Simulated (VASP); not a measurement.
# Rb7Au (Fm-3m) in VASP: a series of runs

The runs below take Rb7Au through single point, relaxation of cell and atoms, with PBE.

All numbers are computed with VASP 6.6.1; they aren't measurements. Logs are shortened: lines on timing, memory, paths and dates and some standing lists are left out, and cuts for length are marked.

### 1 The cell of the first run

Symmetry: Fm-3m, No. 225, cubic system. The conventional cell has a = 13.317 Å, b = 13.317 Å, c = 13.317 Å, α = 90.00°, β = 90.00°, γ = 90.00°.

The cell was built by a generator and needn't be a form met in nature.

### 2 Single point, PBE (species swapped into the Zn7Tc type (Fm-3m, No. 225))

File INCAR:

```
SYSTEM = Rb7Au
PREC     = Accurate       ! precision mode
ENCUT    = 520            ! plane-wave cutoff, eV
EDIFF    = 1E-6           ! SCF threshold, eV
ISMEAR   = 0              ! smearing method
SIGMA    = 0.1            ! smearing width, eV
LREAL    = .FALSE.        ! projectors in reciprocal space
LASPH    = .TRUE.         ! aspherical terms in the spheres
NELM     = 80             ! most SCF steps
ALGO     = Normal         ! electronic algorithm
ISIF     = 2              ! what is computed and relaxed
LWAVE    = .FALSE.        ! write WAVECAR
LCHARG   = .FALSE.        ! write CHGCAR
GGA      = PE             ! functional
NBANDS   = 47             ! bands
```

File KPOINTS:

```
regular mesh
0
G
  6 6 6
  0 0 0
```

File POSCAR:

```
Rb7Au
1.0
    0.0000000000      6.6584803159      6.6584803159
    6.6584803159      0.0000000000      6.6584803159
    6.6584803159      6.6584803159      0.0000000000
Rb Au
7 1
Direct
    0.5000000000      0.0000000000      0.0000000000
    0.0000000000      0.5000000000      0.5000000000
    0.0000000000      0.5000000000      0.0000000000
    0.5000000000      0.0000000000      0.5000000000
    0.0000000000      0.0000000000      0.5000000000
    0.5000000000      0.5000000000      0.0000000000
    0.5000000000      0.5000000000      0.5000000000
    0.0000000000      0.0000000000      0.0000000000
```

Potentials or basis: VASP PAW PBE potentials, release 64 (Rb_sv, Au).

On the command line:

```bash
$ cat potpaw_PBE.64/Rb_sv/POTCAR potpaw_PBE.64/Au/POTCAR > POTCAR
$ mpirun -np 1 vasp_std > vasp.out
```

OUTCAR:

```text
SYSTEM = Rb7Au
   PREC = Accurate
   ENCUT = 520
   EDIFF = 1E-6
   ISMEAR = 0
   LREAL = .FALSE.
   LASPH = .TRUE.
   NELM = 80
   ISIF = 2
   GGA = PE

 ion  position               nearest neighbor table
   1  0.500  0.000  0.000-   4 4.71   6 4.71   4 4.71   5 4.71   7 4.71   3 4.71   6 4.71   7 4.71
                             3 4.71   5 4.71
   2  0.000  0.500  0.500-   3 4.71   5 4.71   7 4.71   3 4.71   6 4.71   4 4.71   5 4.71   4 4.71
                             6 4.71   7 4.71
   3  0.000  0.500  0.000-   2 4.71   6 4.71   2 4.71   5 4.71   7 4.71   1 4.71   5 4.71   1 4.71
                             6 4.71   7 4.71
   4  0.500  0.000  0.500-   1 4.71   5 4.71   7 4.71   1 4.71   6 4.71   2 4.71   6 4.71   7 4.71
                             2 4.71   5 4.71
   5  0.000  0.000  0.500-   2 4.71   4 4.71   1 4.71   3 4.71   2 4.71   3 4.71   7 4.71   1 4.71
                             4 4.71   7 4.71
   6  0.500  0.500  0.000-   1 4.71   3 4.71   7 4.71   2 4.71   4 4.71   7 4.71   1 4.71   4 4.71
                             2 4.71   3 4.71
   7  0.500  0.500  0.500-   2 4.71   4 4.71   6 4.71   1 4.71   3 4.71   6 4.71   1 4.71   4 4.71
                             5 4.71   2 4.71   3 4.71   5 4.71
   8  0.000  0.000  0.000-

  LATTYP: Found a face centered cubic cell.
 ALAT       =    13.3169606318

  Lattice vectors:

 A1 = (   0.0000000000,   6.6584803159,   6.6584803159)
 A2 = (   6.6584803159,   0.0000000000,   6.6584803159)
 A3 = (   6.6584803159,   6.6584803159,   0.0000000000)

Analysis of symmetry for initial positions (statically):
=====================================================================
 Subroutine PRICEL returns:
 Original cell was already a primitive cell.

 Routine SETGRP: Setting up the symmetry group for a
 face centered cubic supercell.

 Subroutine GETGRP returns: Found 48 space group operations
 (whereof 48 operations were pure point group operations)
 out of a pool of 48 trial point group operations.

The static configuration has the point symmetry O_h .

Analysis of symmetry for dynamics (positions and initial velocities):
=====================================================================
 Subroutine PRICEL returns:
 Original cell was already a primitive cell.

 Routine SETGRP: Setting up the symmetry group for a
 face centered cubic supercell.

 Subroutine GETGRP returns: Found 48 space group operations
 (whereof 48 operations were pure point group operations)
 out of a pool of 48 trial point group operations.

The dynamic configuration has the point symmetry O_h .

 Subroutine INISYM returns: Found 48 space group operations
 (whereof 48 operations are pure point group operations),
 and found     1 'primitive' translations

----------------------------------------------------------------------------------------

                                     Primitive cell

  volume of cell :     590.4122

  direct lattice vectors                    reciprocal lattice vectors
     0.000000000  6.658480316  6.658480316    -0.075092210  0.075092210  0.075092210
     6.658480316  0.000000000  6.658480316     0.075092210 -0.075092210  0.075092210
     6.658480316  6.658480316  0.000000000     0.075092210  0.075092210 -0.075092210

  length of vectors
     9.416513168  9.416513168  9.416513168     0.130063522  0.130063522  0.130063522

  position of ions in fractional coordinates (direct lattice)
     0.500000000  0.000000000  0.000000000
     0.000000000  0.500000000  0.500000000
     0.000000000  0.500000000  0.000000000
     0.500000000  0.000000000  0.500000000
     0.000000000  0.000000000  0.500000000
     0.500000000  0.500000000  0.000000000
     0.500000000  0.500000000  0.500000000
     0.000000000  0.000000000  0.000000000

  ion indices of the primitive-cell ions
   primitive index   ion index
                 1           1
                 2           2
                 3           3
                 4           4
                 5           5
                 6           6
                 7           7
                 8           8

----------------------------------------------------------------------------------------

 KPOINTS: regular mesh

Automatic generation of k-mesh.
 Grid dimensions read from file:
 generate k-points for:    6    6    6

 Generating k-lattice:

  Cartesian coordinates                     Fractional coordinates (reciprocal lattice)
    -0.012515368  0.012515368  0.012515368     0.166666667  0.000000000  0.000000000
     0.012515368 -0.012515368  0.012515368     0.000000000  0.166666667  0.000000000
     0.012515368  0.012515368 -0.012515368     0.000000000  0.000000000  0.166666667

  Length of vectors
     0.021677254  0.021677254  0.021677254

  Shift w.r.t. Gamma in fractional coordinates (k-lattice)
     0.000000000  0.000000000  0.000000000

 Subroutine IBZKPT returns following result:
 ===========================================

 Found     16 irreducible k-points:

[... 54 lines left out ...]
   GGA     = PE    functional components
   LHFCALC =     F    Hartree Fock is set to
   AEXX    =    0.0000 exact exchange contribution
   IVDW    =     0    specifies the selected vdW correction
   LEPSILON=     F    determine dielectric tensor
   LRPA    =     F    only Hartree local field effects (RPA)
 non-spin polarized calculation
 Gauss-broadening in eV      SIGMA  =   0.10
  energy-cutoff  :      520.00
  volume of cell :      590.41
 maximum number of plane-waves:     16049
   NGX = 35   NGY = 35   NGZ = 35

 number of electron      73.9999999 magnetization

 Free energy of the ion-electron system (eV)
  ---------------------------------------------------
  ext. energy  EPLUGINS =         0.00000000
  ---------------------------------------------------
  free energy    TOTEN  =        -9.30563417 eV

  energy without entropy =       -9.27521366  energy(sigma->0) =       -9.29042392

 E-fermi :   0.4334     XC(G=0):  -5.9209

 val. band max:        0.4287064936   @ k =   0.3333   0.1667   0.0000
 cond. band min:       0.4512459625   @ k =  -0.3333   0.3333   0.0000
 fundamental gap:      0.0225394689
 Fermi energy:         0.4333501969

 k-point     1 :       0.0000    0.0000    0.0000
  band No.  band energies     occupation
      1     -28.4930      2.00000
      2     -28.4859      2.00000
      3     -28.4859      2.00000
      4     -28.4859      2.00000
      5     -28.4826      2.00000
      6     -28.4826      2.00000
[... 39 lines left out ...]
     46       2.1531      0.00000
     47       2.1531      0.00000

 k-point     2 :       0.1667    0.0000    0.0000
  band No.  band energies     occupation
      1     -28.4925      2.00000
      2     -28.4864      2.00000
      3     -28.4857      2.00000
      4     -28.4857      2.00000
      5     -28.4828      2.00000
      6     -28.4828      2.00000
[... 39 lines left out ...]
     46       2.1758      0.00000
     47       2.2990      0.00000

 k-point     3 :       0.3333    0.0000    0.0000
  band No.  band energies     occupation
      1     -28.4912      2.00000
      2     -28.4876      2.00000
      3     -28.4851      2.00000
      4     -28.4851      2.00000
      5     -28.4834      2.00000
      6     -28.4834      2.00000
[... 39 lines left out ...]
     46       2.2711      0.00000
     47       2.5611      0.00000

 k-point     4 :       0.5000    0.0000    0.0000
  band No.  band energies     occupation
      1     -28.4895      2.00000
      2     -28.4893      2.00000
      3     -28.4842      2.00000
      4     -28.4842      2.00000
      5     -28.4842      2.00000
      6     -28.4842      2.00000
[... 539 lines left out ...]
     46       2.2161      0.00000
     47       2.2853      0.00000

 k-point    15 :      -0.3333    0.3333    0.1667
  band No.  band energies     occupation
      1     -28.4887      2.00000
      2     -28.4886      2.00000
      3     -28.4856      2.00000
      4     -28.4855      2.00000
      5     -28.4836      2.00000
      6     -28.4836      2.00000
[... 39 lines left out ...]
     46       2.4153      0.00000
     47       2.4710      0.00000

 k-point    16 :      -0.3333    0.5000    0.1667
  band No.  band energies     occupation
      1     -28.4888      2.00000
      2     -28.4876      2.00000
      3     -28.4860      2.00000
      4     -28.4859      2.00000
      5     -28.4842      2.00000
      6     -28.4830      2.00000
[... 39 lines left out ...]
     46       2.2695      0.00000
     47       2.3680      0.00000

------------------------ aborting loop because EDIFF is reached ----------------------------------------

  FORCE on cell =-STRESS in cart. coord.  units (eV):
  Direction    XX          YY          ZZ          XY          YZ          ZX
  --------------------------------------------------------------------------------------
  -------------------------------------------------------------------------------------
  Total        0.1360127      0.1360127      0.1360127     -0.0000000     -0.0000000      0.0000000
  in kB        0.3690921      0.3690921      0.3690921     -0.0000000     -0.0000000      0.0000000
  external PRESSURE =       0.3690921 kB  Pullay stress =       0.0000000 kB

 VOLUME and BASIS-vectors are now :
 -----------------------------------------------------------------------------
  energy-cutoff  :      520.00
  volume of cell :      590.41
      direct lattice vectors                 reciprocal lattice vectors
     0.000000000  6.658480316  6.658480316    -0.075092210  0.075092210  0.075092210
     6.658480316  0.000000000  6.658480316     0.075092210 -0.075092210  0.075092210
     6.658480316  6.658480316  0.000000000     0.075092210  0.075092210 -0.075092210

 POSITION                                       TOTAL-FORCE (eV/Angst)
 -----------------------------------------------------------------------------------
      0.00000      3.32924      3.32924         0.000000      0.000000     -0.000000
      6.65848      3.32924      3.32924        -0.000000      0.000000     -0.000000
      3.32924      0.00000      3.32924         0.000000      0.000000     -0.000000
      3.32924      6.65848      3.32924         0.000000      0.000000     -0.000000
      3.32924      3.32924      0.00000         0.000000      0.000000     -0.000000
      3.32924      3.32924      6.65848         0.000000      0.000000     -0.000000
      6.65848      6.65848      6.65848        -0.000000     -0.000000      0.000000
      0.00000      0.00000      0.00000         0.000000      0.000000     -0.000000
 -----------------------------------------------------------------------------------
    total drift:                               -0.000000      0.000000     -0.000000

  FREE ENERGIE OF THE ION-ELECTRON SYSTEM (eV)
  ---------------------------------------------------
  free  energy   TOTEN  =        -9.3056341738 eV

  energy  without entropy=       -9.2752136584  energy(sigma->0) =       -9.29042392
```

It took 7.9 min on 1 thread of Intel Xeon 6975P-C (Granite Rapids), shared host; peak memory 0.85 GiB.

What came out:

- Free energy: -9.3056 eV
- Pressure: 0.0 GPa
- Band gap on the k mesh: none (metal or under the smearing width)

Levels at points of the mesh, in eV from the Fermi level:
```tsv
k point	band 35	band 36	band 37	band 38	band 39	band 40
(0.00, 0.00, 0.00)	-1.36	0.30	0.30	0.30	0.36	0.83
(0.50, 0.00, 0.00)	-1.41	-0.64	0.25	0.38	0.38	0.51
(0.50, 0.50, 0.00)	-1.12	-0.79	-0.18	-0.18	-0.16	1.13
```

### 3 Single point, PBE (species swapped into the Zn7Tc type (Fm-3m, No. 225))

File INCAR:

```
SYSTEM = Rb7Au
ALGO     = Normal         ! electronic algorithm
EDIFF    = 1E-6           ! SCF threshold, eV
ENCUT    = 520            ! plane-wave cutoff, eV
GGA      = PE             ! functional
ISIF     = 2              ! what is computed and relaxed
ISMEAR   = 0              ! smearing method
LASPH    = .True.         ! aspherical terms in the spheres
LCHARG   = .False.        ! write CHGCAR
LREAL    = .False.        ! projectors in reciprocal space
LWAVE    = .False.        ! write WAVECAR
NBANDS   = 47             ! bands
NELM     = 60             ! most SCF steps
PREC     = Accurate       ! precision mode
SIGMA    = 0.1            ! smearing width, eV
```

File KPOINTS:

```
k-points
0
Gamma
  4 4 4
  0 0 0
```

Edit POSCAR of step 2 so:

```diff
@@ -2,5 +2,5 @@
 1.0
-    0.0000000000      6.6584803159      6.6584803159
-    6.6584803159      0.0000000000      6.6584803159
-    6.6584803159      6.6584803159      0.0000000000
+    0.0000000000      5.3009964500      5.3009964500
+    5.3009964500      0.0000000000      5.3009964500
+    5.3009964500      5.3009964500      0.0000000000
 Rb Au
```

Potentials or basis: VASP PAW PBE potentials, release 64 (Rb_sv, Au).

On the command line:

```bash
$ cat potpaw_PBE.64/Rb_sv/POTCAR potpaw_PBE.64/Au/POTCAR > POTCAR
$ mpirun -np 1 vasp_std > vasp.out
```

It took 1.8 min on 1 thread of Intel Xeon 6975P-C (Granite Rapids), shared host; peak memory 0.43 GiB.

The run converged. Its results:

* Free energy: -5.0768 eV
* Pressure: 7.4 GPa
* Band gap on the k mesh: none (metal or under the smearing width)

Levels at points of the mesh, in eV from the Fermi level:
| k point | band 35 | band 36 | band 37 | band 38 | band 39 | band 40 |
| --- | --- | --- | --- | --- | --- | --- |
| (0.00, 0.00, 0.00) | -1.94 | -0.56 | -0.07 | -0.07 | -0.07 | 0.22 |
| (0.50, 0.00, 0.00) | -1.69 | -0.46 | 0.07 | 0.07 | 0.29 | 0.77 |
| (0.50, 0.50, 0.00) | -1.29 | -0.44 | -0.07 | -0.07 | 0.38 | 0.51 |

The run has no spin-orbit coupling, so splittings on Au are missing.

### 4 Single point, PBE (species swapped into the Zn7Tc type (Fm-3m, No. 225))

File INCAR:

```
SYSTEM = Rb7Au
  ALGO = Fast
  EDIFF = 1E-7
  ENCUT = 520
  GGA = PE
  ISIF = 2
  ISMEAR = 0
  LASPH = .True.
  LCHARG = .False.
  LREAL = .False.
  LWAVE = .False.
  NBANDS = 47
  NELM = 60
  PREC = Accurate
  SIGMA = 0.1
```

KPOINTS is that of step 3.

Edit POSCAR of step 3 so:

```diff
@@ -2,5 +2,5 @@
 1.0
-    0.0000000000      5.3009964500      5.3009964500
-    5.3009964500      0.0000000000      5.3009964500
-    5.3009964500      5.3009964500      0.0000000000
+    0.0000000000      6.6584803159      6.6584803159
+    6.6584803159      0.0000000000      6.6584803159
+    6.6584803159      6.6584803159      0.0000000000
 Rb Au
```

On the command line:

```bash
$ cat potpaw_PBE.64/Rb_sv/POTCAR potpaw_PBE.64/Au/POTCAR > POTCAR
$ mpirun -np 1 vasp_std > vasp.out
```

Run time: 7.7 min. Hardware: 1 thread of Intel Xeon 6975P-C (Granite Rapids), shared host; peak memory 0.77 GiB.

The run converged. Its results:

- Free energy: -9.2983 eV
- Pressure: 0.0 GPa
- Band gap on the k mesh: none (metal or under the smearing width)

Levels at points of the mesh, in eV from the Fermi level:
```csv
k point,band 32,band 33,band 34,band 35,band 36,band 37,band 38,band 39,band 40,band 41
"(0.00, 0.00, 0.00)",-2.57,-2.56,-2.56,-1.33,0.33,0.33,0.33,0.39,0.86,0.93
"(0.50, 0.00, 0.00)",-2.55,-2.55,-2.33,-1.38,-0.61,0.28,0.42,0.42,0.54,0.54
"(0.50, 0.50, 0.00)",-2.56,-2.55,-2.26,-1.09,-0.75,-0.15,-0.15,-0.13,1.16,1.62
```

The run has no spin-orbit coupling, so splittings on Au are missing.

### 5 Relaxation of cell and atoms, PBE (species swapped into the Zn7Tc type (Fm-3m, No. 225))

File INCAR:

```
  PREC = Accurate
  ENCUT = 600
  EDIFF = 1E-6
  ISMEAR = 0
  SIGMA = 0.1
  LREAL = False
  LASPH = True
  NELM = 100
  ALGO = Normal
  ISIF = 3
  LWAVE = False
  LCHARG = False
  GGA = PE
  IBRION = 2
  NSW = 90
  EDIFFG = -0.04
```

File KPOINTS:

```
Automatic mesh
0
Gamma
  4 4 4
```

Edit POSCAR of step 4 so:

```diff
@@ -2,5 +2,5 @@
 1.0
-    0.0000000000      6.6584803159      6.6584803159
-    6.6584803159      0.0000000000      6.6584803159
-    6.6584803159      6.6584803159      0.0000000000
+    0.0000000000      5.3009964500      5.3009964500
+    5.3009964500      0.0000000000      5.3009964500
+    5.3009964500      5.3009964500      0.0000000000
 Rb Au
```

On the command line:

```bash
$ cat potpaw_PBE.64/Rb_sv/POTCAR potpaw_PBE.64/Au/POTCAR > POTCAR
$ mpirun -np 1 vasp_std > vasp.out
```

It took 11 min on 1 thread of Intel Xeon 6975P-C (Granite Rapids), shared host; peak memory 0.56 GiB.

The run converged. Its results:

```
Free energy                            : -9.2793 eV
Relaxed volume                         : 74.42 Å³/atom
Relaxed cell                           : a = 9.443 Å, b = 9.443 Å, c = 9.443 Å, α = 60.00°, β = 60.00°, γ = 60.00°
Space group after relaxing (to 0.05 Å) : Fm-3m (No. 225)
Energy gained by relaxing              : 525.2 meV/atom
Ionic steps                            : 5
Pressure after relaxing                : 0.0 GPa
Band gap on the k mesh                 : none (metal or under the smearing width)
```

The path:
```csv
step,energy change (eV),largest force (eV/Å),pressure (GPa),volume (Å³)
1,0.0000,0.0000,7.43,297.92
2,-2.5925,0.0000,3.34,378.71
3,-4.0245,0.0000,0.71,507.46
4,-4.1836,0.0000,0.19,566.28
5,-4.2017,0.0000,0.01,595.32
```

Final structure:
```yaml
crystal:
  lattice:
    - [0.00000, 6.67688, 6.67688]
    - [6.67688, 0.00000, 6.67688]
    - [6.67688, 6.67688, 0.00000]
  atoms:
    - { symbol: Rb, position: [0.50000, 0.00000, 0.00000] }
    - { symbol: Rb, position: [0.00000, 0.50000, 0.50000] }
    - { symbol: Rb, position: [0.00000, 0.50000, 0.00000] }
    - { symbol: Rb, position: [0.50000, 0.00000, 0.50000] }
    - { symbol: Rb, position: [0.00000, 0.00000, 0.50000] }
    - { symbol: Rb, position: [0.50000, 0.50000, 0.00000] }
    - { symbol: Rb, position: [0.50000, 0.50000, 0.50000] }
    - { symbol: Au, position: [0.00000, 0.00000, 0.00000] }
```

Levels at points of the mesh, in eV from the Fermi level:
```
           k point  band 34  band 35  band 36  band 37  band 38  band 39
(0.00, 0.00, 0.00)    -2.54    -1.32     0.34     0.34     0.34     0.40
(0.50, 0.00, 0.00)    -2.31    -1.37    -0.61     0.28     0.42     0.42
(0.50, 0.50, 0.00)    -2.25    -1.08    -0.75    -0.15    -0.15    -0.14
```

Caveat: the volume moved by over 15 % at a fixed basis, so the end points are rough. Spin-orbit coupling is left out, which matters for the levels of Au.

### 6 The runs side by side

```tsv
task	cell	k mesh	cutoff (eV)	gap on the mesh (eV)	pressure (GPa)
single point	species swapped into the Zn7Tc type (Fm-3m, No. 225)	6 × 6 × 6	520	none	0.0
single point	species swapped into the Zn7Tc type (Fm-3m, No. 225)	4 × 4 × 4	520	none	0.0
relaxation of cell and atoms	relaxed from: species swapped into the Zn7Tc type (Fm-3m, No. 225)	4 × 4 × 4	600	none	0.0
```

Alike in all rows: level PBE; potentials or basis VASP PAW PBE potentials, release 64 (Rb_sv, Au); no spin polarisation; smearing gaussian 0.1 eV.

Caveats: the volume moved by over 15 % at a fixed basis, so the end points are rough (some runs).

Total energies depend on the potentials used, so only differences within one code and one set of settings carry meaning.
